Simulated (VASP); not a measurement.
# A VASP study of W2CN (PBE + rVV10): structure first, properties next, part 2 of 5

Aim: relax W2CN, then compute properties on the relaxed cell. The cell is invented: it takes the structure of a Materials Project entry for Zr2CN (space group 166 there), with some of its atoms replaced by other elements, volume scaled by an estimate. It may not be a known or stable phase.

VASP 6.6.1, plane waves and PAW; the level of theory is named at each step.

Still holding for the runs below: This run has no spin polarisation, although W can carry a moment. Its electron count is odd, so without a moment it is a metal by construction.

So far. Step 2 (Rough relaxation of the start cell): It ends with a largest force of 0.010 eV/Å and a pressure of -0.15 GPa. The relaxed cell has a = 2.940, c = 16.629 Å (conventional setting).

### Step 3. Relaxing cell and atoms (PBE + rVV10)

Level of this step: PBE with rVV10, no spin polarisation; plane waves and PAW (W, N, C); invented cell (VASP).

Properties are meant for the cell that this level of theory prefers, so cell and atoms are relaxed first (ISIF = 3) until forces and stress are small; EDIFFG sets the threshold.

The input, INCAR:

```
SYSTEM = W2CN
PREC = Accurate
ENCUT = 520
EDIFF = 1E-06
NELM = 100
ISMEAR = -1
SIGMA = 0.05
LREAL = .FALSE.
ALGO = Normal
GGA = PE
LUSE_VDW = .TRUE.
IVDW_NL = 2
BPARAM = 10
CPARAM = 0.0093
LASPH = .TRUE.
NBANDS = 16
LORBIT = 11
LWAVE = .FALSE.
LCHARG = .FALSE.
KPAR = 2
IBRION = 2
NSW = 60
ISIF = 3
EDIFFG = -0.01
```

The input, POSCAR:

```
W2CN
1.0
    1.4699564088      0.8486800476      5.5430716500
   -1.4699564088      0.8486800476      5.5430716500
    0.0000000000     -1.6973593013      5.5430716603
W N C
2 1 1
Direct
    0.7466350966      0.7466350966      0.7466350959
    0.2533649034      0.2533649034      0.2533649041
    0.5000000000      0.5000000000      0.5000000000
    0.0000000000      0.0000000000      0.0000000000
```

The input, KPOINTS:

```
Automatic mesh
0
Gamma
9 9 9
0 0 0
```

The projector-augmented-wave data sets are W, N and C (PBE family, release 64).

On the command line:

```sh
$ mpirun -np 2 vasp_std
```

The program printed:

```text
[banner, memory and clock lines left out]
running    2 mpi-ranks, on    1 nodes
 distrk:  each k-point on    1 cores,    2 groups
 distr:  one band on    1 cores,    1 groups

 POSCAR found type information on POSCAR W N C
 POSCAR found :  3 types and       4 ions
 [... a notice as in an earlier step ...]

 LDA part: xc-table for (Slater+PW92), standard interpolation
 POSCAR, INCAR and KPOINTS ok, starting setup
 FFT: planning ... GRIDC
 FFT: planning ... GRID_SOFT
 FFT: planning ... GRID
 WAVECAR not read
 entering main loop
       N       E                     dE             d eps       ncg     rms          rms(c)
Total rVV10 correction in eV:      0.3705153    30.4038355
Total rVV10 correction in eV:      0.3705153    30.4038355
DAV:   1     0.842881559286E+02    0.84288E+02   -0.10165E+04  2720   0.121E+03
DAV:   2    -0.403801586487E+02   -0.12467E+03   -0.12110E+03  3456   0.307E+02
DAV:   3    -0.487345520901E+02   -0.83544E+01   -0.81066E+01  4040   0.659E+01
DAV:   4    -0.488683726180E+02   -0.13382E+00   -0.13370E+00  3000   0.929E+00
DAV:   5    -0.488711627613E+02   -0.27901E-02   -0.27898E-02  3952   0.114E+00    0.453E+01
Total rVV10 correction in eV:      0.3715738    30.4038356
Total rVV10 correction in eV:      0.3715738    30.4038356
DAV:   6    -0.424453114167E+02    0.64259E+01   -0.36133E+01  3624   0.372E+01    0.160E+01
Total rVV10 correction in eV:      0.3533843    30.4038356
Total rVV10 correction in eV:      0.3533843    30.4038356
DAV:   7    -0.422056524937E+02    0.23966E+00   -0.20838E+00  3400   0.118E+01    0.108E+01
Total rVV10 correction in eV:      0.3434245    30.4038356
Total rVV10 correction in eV:      0.3434245    30.4038356
DAV:   8    -0.421320413322E+02    0.73611E-01   -0.31018E-01  3952   0.472E+00    0.624E-01
Total rVV10 correction in eV:      0.3447931    30.4038356
Total rVV10 correction in eV:      0.3447931    30.4038356
DAV:   9    -0.421262947779E+02    0.57466E-02   -0.40728E-02  3576   0.154E+00    0.239E-01
Total rVV10 correction in eV:      0.3460838    30.4038356
Total rVV10 correction in eV:      0.3460838    30.4038356
DAV:  10    -0.421261414038E+02    0.15337E-03   -0.70691E-03  3872   0.585E-01    0.134E-01
Total rVV10 correction in eV:      0.3466587    30.4038356
Total rVV10 correction in eV:      0.3466587    30.4038356
DAV:  11    -0.421259848705E+02    0.15653E-03   -0.11832E-03  3928   0.243E-01    0.105E-01
Total rVV10 correction in eV:      0.3466903    30.4038356
Total rVV10 correction in eV:      0.3466903    30.4038356
DAV:  12    -0.421259924568E+02   -0.75864E-05   -0.10482E-04  3144   0.858E-02    0.272E-02
Total rVV10 correction in eV:      0.3466563    30.4038356
Total rVV10 correction in eV:      0.3466563    30.4038356
DAV:  13    -0.421259859863E+02    0.64706E-05   -0.17060E-05  4016   0.279E-02    0.579E-03
Total rVV10 correction in eV:      0.3466821    30.4038356
Total rVV10 correction in eV:      0.3466821    30.4038356
DAV:  14    -0.421259858535E+02    0.13279E-06   -0.60811E-07  1632   0.639E-03
Total rVV10 correction in eV:      0.3466708    30.4038356
Total rVV10 correction in eV:      0.3466708    30.4038356
Total rVV10 correction in eV:      0.3466745    30.4038356
Total rVV10 correction in eV:      0.3466745    30.4038356
   1 F= -.42125986E+02 E0= -.42116965E+02  d E =-.421260E+02
 curvature:   0.00 expect dE= 0.000E+00 dE for cont linesearch  0.000E+00
 trial: gam= 0.00000 g(F)=  0.117E-04 g(S)=  0.605E-02 ort = 0.000E+00 (trialstep = 0.100E+01)
 search vector abs. value=  0.606E-02
 bond charge predicted
       N       E                     dE             d eps       ncg     rms          rms(c)
Total rVV10 correction in eV:      0.3472031    30.4038356
Total rVV10 correction in eV:      0.3472031    30.4038356
DAV:   1    -0.421318166517E+02   -0.58307E-02   -0.32810E-01  2720   0.424E+00    0.456E-01
Total rVV10 correction in eV:      0.3474425    30.4038356
Total rVV10 correction in eV:      0.3474425    30.4038356
DAV:   2    -0.421315436131E+02    0.27304E-03   -0.58741E-03  3984   0.618E-01    0.217E-01
Total rVV10 correction in eV:      0.3477723    30.4038356
Total rVV10 correction in eV:      0.3477723    30.4038356
DAV:   3    -0.421312627127E+02    0.28090E-03   -0.43944E-04  3016   0.136E-01    0.510E-02
Total rVV10 correction in eV:      0.3478357    30.4038356
Total rVV10 correction in eV:      0.3478357    30.4038356
DAV:   4    -0.421312565582E+02    0.61545E-05   -0.40896E-05  4048   0.514E-02    0.129E-02
Total rVV10 correction in eV:      0.3478336    30.4038356
Total rVV10 correction in eV:      0.3478336    30.4038356
DAV:   5    -0.421312559549E+02    0.60332E-06   -0.36776E-06  2992   0.157E-02
Total rVV10 correction in eV:      0.3478281    30.4038356
Total rVV10 correction in eV:      0.3478281    30.4038356
Total rVV10 correction in eV:      0.3478317    30.4038356
Total rVV10 correction in eV:      0.3478317    30.4038356
   2 F= -.42131256E+02 E0= -.42122388E+02  d E =-.527010E-02
[... from here on, the cycles between the ionic steps are left out ...]
   3 F= -.42135120E+02 E0= -.42126235E+02  d E =-.913405E-02
   4 F= -.42136538E+02 E0= -.42127683E+02  d E =-.141787E-02
   5 F= -.42137819E+02 E0= -.42128970E+02  d E =-.269931E-02
   6 F= -.42137906E+02 E0= -.42129039E+02  d E =-.278608E-02
   7 F= -.42138589E+02 E0= -.42129767E+02  d E =-.682692E-03
   8 F= -.42139291E+02 E0= -.42130551E+02  d E =-.138537E-02
   9 F= -.42139364E+02 E0= -.42130654E+02  d E =-.145766E-02
  10 F= -.42139473E+02 E0= -.42130776E+02  d E =-.109624E-03
  11 F= -.42139572E+02 E0= -.42130909E+02  d E =-.208584E-03
 curvature:  -0.35 expect dE=-0.318E-04 dE for cont linesearch -0.956E-07
 trial: gam= 0.15646 g(F)=  0.578E-05 g(S)=  0.840E-04 ort =-0.148E-04 (trialstep = 0.272E+00)
 search vector abs. value=  0.105E-03
 bond charge predicted
       N       E                     dE             d eps       ncg     rms          rms(c)
Total rVV10 correction in eV:      0.3460628    30.4038355
Total rVV10 correction in eV:      0.3460628    30.4038355
DAV:   1    -0.421395927129E+02   -0.20358E-04   -0.65782E-04  2720   0.166E-01    0.273E-02
Total rVV10 correction in eV:      0.3460099    30.4038355
Total rVV10 correction in eV:      0.3460099    30.4038355
DAV:   2    -0.421395907184E+02    0.19945E-05   -0.18632E-05  3920   0.329E-02    0.214E-02
Total rVV10 correction in eV:      0.3459940    30.4038355
Total rVV10 correction in eV:      0.3459940    30.4038355
DAV:   3    -0.421395902796E+02    0.43883E-06   -0.20963E-06  2256   0.137E-02
Total rVV10 correction in eV:      0.3459663    30.4038355
Total rVV10 correction in eV:      0.3459663    30.4038355
Total rVV10 correction in eV:      0.3459762    30.4038355
Total rVV10 correction in eV:      0.3459762    30.4038355
  12 F= -.42139590E+02 E0= -.42130937E+02  d E =-.180512E-04
 trial-energy change:   -0.000018  1 .order   -0.000018   -0.000024   -0.000013
 step:   0.6002(harm=  0.6002)  dis= 0.00062  next Energy=   -42.139598 (dE=-0.262E-04)
 reached required accuracy - stopping structural energy minimisation
```

The job ended after 15 min (2 MPI ranks of Intel Xeon 6975P-C (Granite Rapids), shared host; peak memory 1.4 GiB).

Parts of OUTCAR (step 3):

```text
  LATTYP: Found a trigonal (rhomboedric) cell.
 ALAT       =     5.7971262695
 COS(alpha) =     0.8714081525

The static configuration has the point symmetry D_3d.

 Found     85 irreducible k-points:

   k-points           NKPTS =     85   k-points in BZ     NKDIM =     85   number of bands    NBANDS=     16

   dimension x,y,z NGX =    48 NGY =   48 NGZ =   48
   dimension x,y,z NGXF=    96 NGYF=   96 NGZF=   96

   ENCUT  =  520.0 eV  38.22 Ry    6.18 a.u.  10.78 10.78 10.78*2*pi/ulx,y,z

   NELECT =      21.0000    total number of electrons

 E-fermi :   9.5660

 k-point     1 :       0.0000    0.0000    0.0000
  band No.  band energies     occupation
    ...
      9       7.5197      2.00000
     10       8.0294      2.00000
     11       8.0294      2.00000
     12       9.4407      1.84923
     13       9.4407      1.84923
     14      10.2718      0.00000
     15      10.2718      0.00000
     16      10.6701      0.00000

 k-point     2 :       0.1111    0.0000    0.0000
  band No.  band energies     occupation
    ...
      7       5.4950      2.00000
      8       6.5245      2.00000
      9       7.0154      2.00000
     10       7.9700      2.00000
     11       8.1751      2.00000
     12       9.9102      0.00205
     13       9.9500      0.00092
     14      10.3410      0.00000
     15      10.6319      0.00000
     16      11.3891      0.00000

  Total       -0.0328553     -0.0328553      0.0267742      0.0000000      0.0000000      0.0000000
  in kB       -1.2691354     -1.2691356      1.0342361      0.0000000      0.0000001      0.0000000
  external PRESSURE =      -0.5013450 kB  Pullay stress =       0.0000000 kB

  energy-cutoff  :      520.00
  volume of cell :       41.48
      direct lattice vectors                 reciprocal lattice vectors
     1.452738796  0.838739456  5.673383077     0.344177495  0.198710957  0.058753882
    -1.452738796  0.838739456  5.673383077    -0.344177495  0.198710957  0.058753882
     0.000000000 -1.677478107  5.673383085     0.000000000 -0.397421914  0.058753910

 POSITION                                       TOTAL-FORCE (eV/Angst)
 -----------------------------------------------------------------------------------
      0.00000      0.00000     12.71232         0.000000      0.000000      0.003239
      0.00000      0.00000      4.30783        -0.000000     -0.000000     -0.003239
      0.00000      0.00000      8.51007         0.000000     -0.000000      0.000000
      0.00000      0.00000     17.02015        -0.000000     -0.000000      0.000000
 -----------------------------------------------------------------------------------
    total drift:                                0.000000      0.000000     -0.000000

  FREE ENERGIE OF THE ION-ELECTRON SYSTEM (eV)
  ---------------------------------------------------
  free  energy   TOTEN  =       -42.1395902796 eV

  energy  without entropy=      -42.1222838884  energy(sigma->0) =      -42.13093708

 total charge
# of ion       s       p       d       tot
------------------------------------------
    1        0.563   0.722   4.319   5.604
    2        0.563   0.722   4.319   5.604
    3        1.232   2.476   0.000   3.708
    4        0.860   1.607   0.000   2.467
--------------------------------------------------
tot          3.218   5.527   8.639  17.384

[... 2 parts as in an earlier step ...]

[... 7 further parts left out ...]
```

CONTCAR:

```
W2CN
   1.00000000000000
     1.4527387960431821    0.8387394556769220    5.6733830769959379
    -1.4527387960431821    0.8387394556769220    5.6733830769959379
     0.0000000000000000   -1.6774781074121372    5.6733830845634188
  W               N               C
     2     1     1
Direct
     0.7468982250873046    0.7468982250873046    0.7468982243874287
     0.2531017749126952    0.2531017749126952    0.2531017756125713
     0.5000000000000000    0.5000000000000000    0.5000000000000000
     1.0000000000000000    1.0000000000000000    1.0000000000000000
```

Relaxation path:

| step | energy less that of the first step (eV) | largest force (eV/Å) | pressure (GPa) | volume (Å³) |
| --- | --- | --- | --- | --- |
| 1 | 0.0000 | 0.0110 | 0.32 | 41.49 |
| 2 | -0.0053 | 0.0211 | -0.85 | 41.61 |
| 3 | -0.0091 | 0.0876 | -2.87 | 41.83 |
| 4 | -0.0106 | 0.1013 | -2.40 | 41.77 |
| 5 | -0.0118 | 0.1207 | -1.60 | 41.67 |
| 6 | -0.0119 | 0.1258 | -1.35 | 41.64 |
| 7 | -0.0126 | 0.1120 | -0.91 | 41.59 |
| 8 | -0.0133 | 0.0864 | -0.08 | 41.50 |
| 9 | -0.0134 | 0.0750 | 0.25 | 41.46 |
| 10 | -0.0135 | 0.0551 | 0.14 | 41.47 |
| 11 | -0.0136 | 0.0077 | -0.15 | 41.49 |
| 12 | -0.0136 | 0.0032 | -0.05 | 41.48 |

| conventional cell, symmetrised | before | after | change |
| --- | --- | --- | --- |
| a (Å) | 2.940 | 2.905 | -1.2 % |
| b (Å) | 2.940 | 2.905 | -1.2 % |
| c (Å) | 16.629 | 17.020 | +2.4 % |
| volume (Å³/atom) | 10.37 | 10.37 | -0.0 % |

Final coordinates:

```xyz
4
Lattice="1.4527 0.8387 5.6734 -1.4527 0.8387 5.6734 0.0000 -1.6775 5.6734" Properties=species:S:1:pos:R:3 pbc="T T T"
W     0.0000    0.0000   12.7123
W     0.0000    0.0000    4.3078
N     0.0000    0.0000    8.5101
C     0.0000    0.0000    0.0000
```

This step gave:

- irreducible k-points: 85
- free energy (TOTEN): -42.14 eV
- energy at zero smearing: -42.13 eV
- Fermi energy: 9.566 eV
- pressure: -0.05013 GPa
- SCF cycles over all ionic steps: 66

It ends with a largest force of 0.003 eV/Å and a pressure of -0.05 GPa.

(Part 2 of 5 ends here.)

[Lines on the potential files, build, host, timing and source positions are cut from VASP's logs without a mark.]

[Logs are printed without paths, hosts, clocks, repeated set-up lines and the standing remarks that a program may print on its own settings, such as how far it seeks lower states.]

[Hosts, paths, dates, database ids (printed as entryN), source tags and the programs' standing remarks are cut or masked in the printed files.]

[A measured line is paired with the nearest computed mode of its activity, which favours agreement.]
